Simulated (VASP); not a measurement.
```xyz
1
Lattice="0.0000 3.0696 3.0696 3.0696 0.0000 3.0696 3.0696 3.0696 0.0000" Properties=species:S:1:pos:R:3 pbc="T T T"
Sr     0.0000     0.0000     0.0000
```

Level of theory: revPBE GGA, VASP's PBE PAW potentials (set 64) (plane waves; VASP 6.6.1). Numerical set-up: 520 eV cut-off, Gaussian smearing of 0.050 eV, potentials Sr_sv.

Question: Estimate the band gap (along the path) with the smallest direct gap where there is one.

Answer: 
| Item | Value |
|---|---|
| band gap (along the path) | none (metal, semimetal or under 0.01 eV) |

The compound is Sr in the fcc structure. It was relaxed first.
